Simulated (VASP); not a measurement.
# InSb: what each functional gives for the gap, part 2 of 3

How does the band gap of InSb depend on the functional? The starting structure is a measured crystal structure from the Crystallography Open Database. Cell and atoms stay as given. Meshes and data sets differ where the inputs say so.

VASP 6.6.1.

Results so far: LDA no gap; PBE no gap; r2SCAN 0.239 eV; TB-mBJ 0.518 eV.

## (6) Bands with LDA + spin-orbit coupling

Level of this step: LDA, spin-orbit coupling; plane waves and PAW (Sb, In_d) (VASP).

Spin-orbit coupling is switched on in this step.

Input file INCAR:

```
SYSTEM = InSb
PREC = Accurate
ENCUT = 350
EDIFF = 1E-06
NELM = 100
ISMEAR = 0
SIGMA = 0.03
LREAL = .FALSE.
ALGO = Normal
GGA = CA
LNONCOLLINEAR = .TRUE.
MAGMOM = 0 0 0 0 0 0
NBANDS = 30
GGA_COMPAT = .FALSE.
LASPH = .TRUE.
LSORBIT = .TRUE.
LORBIT = 11
LWAVE = .FALSE.
LCHARG = .FALSE.
KPAR = 4
```

Input file POSCAR:

```
InSb
1.0
    0.0000000000      3.2391000000      3.2391000000
    3.2391000000      0.0000000000      3.2391000000
    3.2391000000      3.2391000000      0.0000000000
Sb In
1 1
Direct
    0.7500000000      0.7500000000      0.7500000000
    0.0000000000      0.0000000000      0.0000000000
```

Input file KPOINTS:

```
Automatic mesh
0
Gamma
6 6 6
0 0 0
```

Input file KPOINTS_OPT:

```
Line mode
10
Line-mode
Reciprocal
  0.00000000   0.00000000   0.00000000 GAMMA
  0.50000000   0.00000000   0.50000000 X

  0.50000000   0.00000000   0.50000000 X
  0.50000000   0.25000000   0.75000000 W

  0.50000000   0.25000000   0.75000000 W
  0.37500000   0.37500000   0.75000000 K

  0.37500000   0.37500000   0.75000000 K
  0.00000000   0.00000000   0.00000000 GAMMA

  0.00000000   0.00000000   0.00000000 GAMMA
  0.50000000   0.50000000   0.50000000 L

  0.50000000   0.50000000   0.50000000 L
  0.62500000   0.25000000   0.62500000 U

  0.62500000   0.25000000   0.62500000 U
  0.50000000   0.25000000   0.75000000 W

  0.50000000   0.25000000   0.75000000 W
  0.50000000   0.50000000   0.50000000 L

  0.50000000   0.50000000   0.50000000 L
  0.37500000   0.37500000   0.75000000 K

  0.62500000   0.25000000   0.62500000 U
  0.50000000   0.00000000   0.50000000 X
```

Potentials, in the order of the species: Sb and In_d (LDA family, release 64).

Run with:

```sh
> mpirun -np 4 vasp_ncl
```

The log of the run:

```text
[... set-up lines as in an earlier step ...]
 entering main loop
       N       E                     dE             d eps       ncg     rms          rms(c)
DAV:   1     0.132164166004E+03    0.13216E+03   -0.60448E+03  1320   0.924E+02
DAV:   2     0.362456674746E+01   -0.12854E+03   -0.12431E+03  1402   0.277E+02
DAV:   3    -0.800672010321E+01   -0.11631E+02   -0.11515E+02  1648   0.103E+02
DAV:   4    -0.843355790698E+01   -0.42684E+00   -0.42629E+00  1584   0.225E+01
[...]
DAV:  11    -0.829793172175E+01   -0.16106E-04   -0.26479E-05  1696   0.708E-02    0.274E-02
DAV:  12    -0.829793067245E+01    0.10493E-05   -0.18430E-06  1484   0.107E-02    0.172E-02
DAV:  13    -0.829793027736E+01    0.39509E-06   -0.58336E-07  1092   0.629E-03
   1 F= -.82979303E+01 E0= -.82978519E+01  d E =-.156719E-03  mag=    -0.0000    -0.0000    -0.0000
 Start KPOINTS_OPT (optional k-point list driver)
k-point batch [1-22\100]
       N       E                     dE             ncg
DAV:   1     0.992924320406E+03   -0.64276E+04     1320
DAV:   2    -0.178742978265E+04   -0.27804E+04     1370
DAV:   3    -0.204392631890E+04   -0.25650E+03     1658
DAV:   4    -0.205342169229E+04   -0.94954E+01     1662
DAV:   5    -0.205397442097E+04   -0.55273E+00     2120
DAV:   6    -0.205397983701E+04   -0.54160E-02     1746
DAV:   7    -0.205398015181E+04   -0.31480E-03     2048
DAV:   8    -0.205398015898E+04   -0.71688E-05     1756
DAV:   9    -0.205398015922E+04   -0.23689E-06     1110
[...]
k-point batch [89-100\100]
       N       E                     dE             ncg
DAV:   1     0.441552959026E+04   -0.48777E+04      720
DAV:   2     0.288453579319E+04   -0.15310E+04      762
DAV:   3     0.274992825100E+04   -0.13461E+03      924
DAV:   4     0.274519690542E+04   -0.47313E+01      898
DAV:   5     0.274490497404E+04   -0.29193E+00     1132
DAV:   6     0.274490193613E+04   -0.30379E-02      932
DAV:   7     0.274490176095E+04   -0.17518E-03     1080
DAV:   8     0.274490175713E+04   -0.38255E-05      958
DAV:   9     0.274490175702E+04   -0.11347E-06      606
```

The job ended after 24 s (4 MPI ranks of Intel Xeon 6975P-C (Granite Rapids), shared host; peak memory 0.96 GiB).

Parts of OUTCAR (step 6):

```text
  Total       -0.2580257     -0.2580257     -0.2580257      0.0000000      0.0000000      0.0000000
  in kB       -6.0823361     -6.0823361     -6.0823361      0.0000000      0.0000000      0.0000000
  external PRESSURE =      -6.0823361 kB  Pullay stress =       0.0000000 kB

  FREE ENERGIE OF THE ION-ELECTRON SYSTEM (eV)
  ---------------------------------------------------
  free  energy   TOTEN  =        -8.2979302774 eV

  energy  without entropy=       -8.2977735580  energy(sigma->0) =       -8.29785192

 magnetization (x)
# of ion       s       p       d       tot
------------------------------------------
    1       -0.000   0.000  -0.000   0.000
    2        0.000  -0.000   0.000   0.000
--------------------------------------------------
tot          0.000  -0.000  -0.000   0.000

 magnetization (y)
# of ion       s       p       d       tot
------------------------------------------
    1        0.000   0.000  -0.000  -0.000
    2       -0.000  -0.000  -0.000  -0.000
--------------------------------------------------
tot         -0.000  -0.000  -0.000  -0.000

 magnetization (z)
# of ion       s       p       d       tot
------------------------------------------
    1       -0.000  -0.000  -0.000  -0.000
    2       -0.000  -0.000  -0.000  -0.000
--------------------------------------------------
tot         -0.000  -0.000  -0.000  -0.000

[... 2 parts as in an earlier step ...]

[... 2 further parts left out ...]
[key lines of the parts left out:]
E-fermi :   5.1465
```

LDA + spin-orbit coupling gives no gap.

## (7) Bands with r2SCAN + spin-orbit coupling

Edit INCAR of step 6 so:

```diff
@@ -9,3 +9,4 @@
 ALGO = Normal
-GGA = CA
+METAGGA = R2SCAN
+LASPH = .TRUE.
 LNONCOLLINEAR = .TRUE.
@@ -14,3 +15,2 @@
 GGA_COMPAT = .FALSE.
-LASPH = .TRUE.
 LSORBIT = .TRUE.
```

POSCAR is that of step 6.

KPOINTS is that of step 6.

KPOINTS_OPT is that of step 6.

The projector-augmented-wave data sets are Sb and In_d (PBE family, release 64).

Run with:

```sh
> mpirun -np 4 vasp_ncl
```

The log of the run:

```text
[... set-up lines as in an earlier step ...]
 entering main loop
       N       E                     dE             d eps       ncg     rms          rms(c)
DAV:   1     0.904431347390E+02    0.90443E+02   -0.62265E+03  1320   0.949E+02
DAV:   2    -0.397477882106E+02   -0.13019E+03   -0.12587E+03  1412   0.284E+02
DAV:   3    -0.514610849756E+02   -0.11713E+02   -0.11600E+02  1612   0.105E+02
DAV:   4    -0.518860744279E+02   -0.42499E+00   -0.42444E+00  1616   0.225E+01
[...]
DAV:  11    -0.488257077237E+02    0.55567E-04   -0.24425E-04  1510   0.150E-01    0.219E-02
DAV:  12    -0.488257184167E+02   -0.10693E-04   -0.20945E-05  1498   0.474E-02    0.166E-02
DAV:  13    -0.488257192245E+02   -0.80784E-06   -0.44175E-06  1360   0.221E-02
   1 F= -.48825719E+02 E0= -.48825614E+02  d E =-.210140E-03  mag=     0.0000     0.0000    -0.0000
 Start KPOINTS_OPT (optional k-point list driver)
k-point batch [1-22\100]
       N       E                     dE             ncg
DAV:   1     0.911593714240E+03   -0.65090E+04     1320
DAV:   2    -0.190536251854E+04   -0.28170E+04     1356
DAV:   3    -0.216494196393E+04   -0.25958E+03     1628
DAV:   4    -0.217439282598E+04   -0.94509E+01     1686
DAV:   5    -0.217498717302E+04   -0.59435E+00     2250
DAV:   6    -0.217499240573E+04   -0.52327E-02     1772
DAV:   7    -0.217499268712E+04   -0.28139E-03     2102
DAV:   8    -0.217499269568E+04   -0.85678E-05     1742
DAV:   9    -0.217499269601E+04   -0.32091E-06     1142
[...]
k-point batch [89-100\100]
       N       E                     dE             ncg
DAV:   1     0.436892503075E+04   -0.49243E+04      720
DAV:   2     0.281922886772E+04   -0.15497E+04      766
DAV:   3     0.268178765836E+04   -0.13744E+03      894
DAV:   4     0.267688638485E+04   -0.49013E+01      900
DAV:   5     0.267657809033E+04   -0.30829E+00     1190
DAV:   6     0.267657482605E+04   -0.32643E-02      950
DAV:   7     0.267657465290E+04   -0.17315E-03     1108
DAV:   8     0.267657464813E+04   -0.47755E-05      910
DAV:   9     0.267657464793E+04   -0.19355E-06      574
```

Run time: 2 min. Hardware: 4 MPI ranks; peak memory 1.2 GiB; 8.1 min of CPU time.

OUTCAR, selected parts (step 7):

```text
  Total        0.6551702      0.6551702      0.6551702      0.0000000      0.0000000      0.0000000
  in kB       15.4440653     15.4440653     15.4440653      0.0000000      0.0000000      0.0000000
  external PRESSURE =      15.4440653 kB  Pullay stress =       0.0000000 kB

 POSITION                                       TOTAL-FORCE (eV/Angst)
 -----------------------------------------------------------------------------------
      4.85865      4.85865      4.85865         0.000000      0.000000     -0.000000
      0.00000      0.00000      0.00000        -0.000000     -0.000000      0.000000
 -----------------------------------------------------------------------------------
    total drift:                                0.000000      0.000000      0.000000

  FREE ENERGIE OF THE ION-ELECTRON SYSTEM (eV)
  ---------------------------------------------------
  free  energy   TOTEN  =       -48.8257192245 eV

  energy  without entropy=      -48.8255090848  energy(sigma->0) =      -48.82561415

 magnetization (x)
# of ion       s       p       d       tot
------------------------------------------
    1       -0.000   0.000  -0.000  -0.000
    2        0.000  -0.000  -0.000   0.000
--------------------------------------------------
tot          0.000  -0.000  -0.000  -0.000

 magnetization (y)
# of ion       s       p       d       tot
------------------------------------------
    1       -0.000  -0.000   0.000  -0.000
    2        0.000   0.000   0.000   0.000
--------------------------------------------------
tot          0.000  -0.000   0.000   0.000

 magnetization (z)
# of ion       s       p       d       tot
------------------------------------------
    1        0.000  -0.000  -0.000   0.000
    2        0.000  -0.000  -0.000   0.000
--------------------------------------------------
tot          0.000  -0.000  -0.000   0.000

[... 2 parts as in an earlier step ...]

[... 1 further part left out ...]
[key lines of the parts left out:]
E-fermi :   5.1783
```

r2SCAN + spin-orbit coupling gives no gap.

## (8) Bands with TB-mBJ + spin-orbit coupling

Edit INCAR of step 7 so:

```diff
@@ -4,3 +4,3 @@
 EDIFF = 1E-06
-NELM = 100
+NELM = 150
 ISMEAR = 0
@@ -9,3 +9,3 @@
 ALGO = Normal
-METAGGA = R2SCAN
+METAGGA = MBJ
 LASPH = .TRUE.
```

POSCAR is that of step 7.

KPOINTS is that of step 7.

KPOINTS_OPT is that of step 7.

Run with:

```sh
> mpirun -np 4 vasp_ncl
```

The log of the run:

```text
[... set-up lines as in an earlier step ...]
 entering main loop
       N       E                     dE             d eps       ncg     rms          rms(c)
DAV:   1     0.724312441159E+03    0.72431E+03   -0.59827E+03  1320   0.915E+02
DAV:   2     0.598879813589E+03   -0.12543E+03   -0.12121E+03  1392   0.273E+02
DAV:   3     0.588150107249E+03   -0.10730E+02   -0.10624E+02  1630   0.995E+01
DAV:   4     0.587748467446E+03   -0.40164E+00   -0.40117E+00  1696   0.210E+01
[...]
DAV:  36     0.589384258615E+03    0.45737E-05   -0.13707E-10   744   0.992E-05    0.344E-05
DAV:  37     0.589384260265E+03    0.16506E-05   -0.87845E-11   750   0.749E-05    0.280E-05
DAV:  38     0.589384260405E+03    0.13958E-06   -0.55946E-11   744   0.608E-05
   1 F= 0.58938426E+03 E0= 0.58938426E+03  d E =-.115005E-13  mag=    -0.0000     0.0000     0.0000
 Start KPOINTS_OPT (optional k-point list driver)
k-point batch [1-22\100]
       N       E                     dE             ncg
DAV:   1     0.929890941575E+03   -0.64907E+04     1320
DAV:   2    -0.178761356034E+04   -0.27175E+04     1344
DAV:   3    -0.204740590354E+04   -0.25979E+03     1616
DAV:   4    -0.205753758060E+04   -0.10132E+02     1750
DAV:   5    -0.205835716859E+04   -0.81959E+00     2478
DAV:   6    -0.205836475810E+04   -0.75895E-02     1910
DAV:   7    -0.205836514661E+04   -0.38850E-03     2318
DAV:   8    -0.205836516205E+04   -0.15443E-04     1926
DAV:   9    -0.205836516294E+04   -0.88623E-06     1386
[...]
k-point batch [89-100\100]
       N       E                     dE             ncg
DAV:   1     0.437997473220E+04   -0.49132E+04      720
DAV:   2     0.288498718919E+04   -0.14950E+04      756
DAV:   3     0.274839381421E+04   -0.13659E+03      900
DAV:   4     0.274329975154E+04   -0.50941E+01      914
DAV:   5     0.274286629899E+04   -0.43345E+00     1296
DAV:   6     0.274286184861E+04   -0.44504E-02     1050
DAV:   7     0.274286160255E+04   -0.24605E-03     1230
DAV:   8     0.274286159151E+04   -0.11046E-04     1010
DAV:   9     0.274286159063E+04   -0.87462E-06      746
```

It took 64 s on 4 MPI ranks; peak memory 1.2 GiB.

OUTCAR, selected parts (step 8):

```text
  Total      -46.2573495    -46.2573495    -46.2573495      0.0000000      0.0000000      0.0000000
  in kB    -1090.4060769  -1090.4060769  -1090.4060769      0.0000000      0.0000000      0.0000000
  external PRESSURE =   -1090.4060769 kB  Pullay stress =       0.0000000 kB

  FREE ENERGIE OF THE ION-ELECTRON SYSTEM (eV)
  ---------------------------------------------------
  free  energy   TOTEN  =       589.3842604049 eV

  energy  without entropy=      589.3842604049  energy(sigma->0) =      589.38426040

 magnetization (x)
# of ion       s       p       d       tot
------------------------------------------
    1        0.000   0.000   0.000   0.000
    2        0.000   0.000   0.000   0.000
--------------------------------------------------
tot          0.000   0.000   0.000   0.000

 magnetization (y)
# of ion       s       p       d       tot
------------------------------------------
    1        0.000   0.000   0.000   0.000
    2        0.000   0.000   0.000   0.000
--------------------------------------------------
tot          0.000   0.000   0.000   0.000

 magnetization (z)
# of ion       s       p       d       tot
------------------------------------------
    1        0.000   0.000   0.000   0.000
    2       -0.000   0.000   0.000   0.000
--------------------------------------------------
tot         -0.000   0.000   0.000   0.000

[... 3 parts as in an earlier step ...]

[... 1 further part left out ...]
[key lines of the parts left out:]
E-fermi :   5.4422
```

TB-mBJ + spin-orbit coupling gives a direct gap of 0.292 eV. The least gap is -0.225 eV from that of TB-mBJ.

## (9) Bands with HSE06

HSE06 mixes in a quarter of exact exchange at short range, at far higher cost; in semiconductors this cures much of the gap error, while metals seldom gain. This run uses a 4×4×4 mesh. Its starting orbitals come from a semilocal run on the same mesh, not shown.

Input file INCAR:

```
SYSTEM = InSb
PREC = Accurate
ENCUT = 350
EDIFF = 1E-06
NELM = 100
ISMEAR = 0
SIGMA = 0.03
LREAL = .FALSE.
ALGO = Normal
LHFCALC = .TRUE.
AEXX = 0.25
GGA = PE
HFSCREEN = 0.2
LASPH = .TRUE.
NBANDS = 15
PRECFOCK = Fast
LORBIT = 11
LWAVE = .FALSE.
LCHARG = .FALSE.
KPAR = 4
```

POSCAR is that of step 8.

Input file KPOINTS:

```
Automatic mesh
0
Gamma
4 4 4
0 0 0
```

KPOINTS_OPT is that of step 8.

Run with:

```sh
> mpirun -np 4 vasp_std
```

The log of the run:

```text
[banner, memory and clock lines left out]
running    4 mpi-ranks, on    1 nodes
[...]
LDA part: xc-table for (Slater+PW92), standard interpolation
 found WAVECAR, reading the header
 POSCAR, INCAR and KPOINTS ok, starting setup
[...]
reading WAVECAR
 the WAVECAR file was read successfully
 initial charge from wavefunction
 entering main loop
       N       E                     dE             d eps       ncg     rms          rms(c)
DAV:   1    -0.834712271028E+01   -0.83471E+01   -0.27259E+00   296   0.181E+01    0.186E+01
DAV:   2    -0.836551732869E+01   -0.18395E-01   -0.87225E-02   322   0.287E+00    0.127E+01
DAV:   3    -0.836196491724E+01    0.35524E-02   -0.94895E-03   356   0.137E+00    0.797E+00
DAV:   4    -0.836074808888E+01    0.12168E-02   -0.10205E-03   335   0.438E-01    0.479E+00
[...]
DAV:   9    -0.836030827200E+01   -0.16258E-05   -0.18727E-06   289   0.123E-02    0.356E-01
DAV:  10    -0.836031090156E+01   -0.26296E-05   -0.67342E-07   225   0.683E-03    0.211E-01
DAV:  11    -0.836031188261E+01   -0.98105E-06   -0.41959E-07   204   0.491E-03
   1 F= -.83603119E+01 E0= -.83603119E+01  d E =-.237095E-24
 Start KPOINTS_OPT (optional k-point list driver)
k-point batch [1-8\100]
       N       E                     dE             ncg
DAV:   1     0.176513984612E+03   -0.14712E+04      247
DAV:   2    -0.816412173095E+03   -0.99293E+03      247
DAV:   3    -0.885895191278E+03   -0.69483E+02      317
DAV:   4    -0.888379249328E+03   -0.24841E+01      289
DAV:   5    -0.888486749646E+03   -0.10750E+00      387
DAV:   6    -0.888489185062E+03   -0.24354E-02      332
DAV:   7    -0.888489237268E+03   -0.52206E-04      380
DAV:   8    -0.888489238120E+03   -0.85273E-06      276
[...]
k-point batch [97-100\100]
       N       E                     dE             ncg
DAV:   1     0.182065106837E+04   -0.17535E+04      120
DAV:   2     0.135114251044E+04   -0.46951E+03      120
DAV:   3     0.131892660103E+04   -0.32216E+02      148
DAV:   4     0.131800347145E+04   -0.92313E+00      178
DAV:   5     0.131797421488E+04   -0.29257E-01      185
DAV:   6     0.131797366832E+04   -0.54656E-03      192
DAV:   7     0.131797365011E+04   -0.18211E-04      192
DAV:   8     0.131797364989E+04   -0.22355E-06      144
```

The job ended after 2 min (4 MPI ranks; peak memory 1.1 GiB; 8.1 min of CPU time).

From OUTCAR (step 9):

```text
 POSITION                                       TOTAL-FORCE (eV/Angst)
 -----------------------------------------------------------------------------------
      4.85865      4.85865      4.85865         0.000000      0.000000      0.000000
      0.00000      0.00000      0.00000        -0.000000     -0.000000     -0.000000
 -----------------------------------------------------------------------------------
    total drift:                                0.000058      0.000057      0.000036

  FREE ENERGIE OF THE ION-ELECTRON SYSTEM (eV)
  ---------------------------------------------------
  free  energy   TOTEN  =        -8.3603118826 eV

  energy  without entropy=       -8.3603118826  energy(sigma->0) =       -8.36031188

[... 1 part as in an earlier step ...]

[... 2 further parts left out ...]
[key lines of the parts left out:]
E-fermi :   4.9241
```

HSE06 gives a direct gap of 0.581 eV.

(Part 2 of 3 ends here.)

[Lines on the potential files, build, host, timing and source positions are cut from VASP's logs without a mark.]

[Logs are printed without paths, hosts, clocks, repeated set-up lines and the standing remarks that a program may print on its own settings, such as how far it seeks lower states.]

[Hosts, paths, dates, database ids (printed as entryN), source tags and the programs' standing remarks are cut or masked in the printed files.]
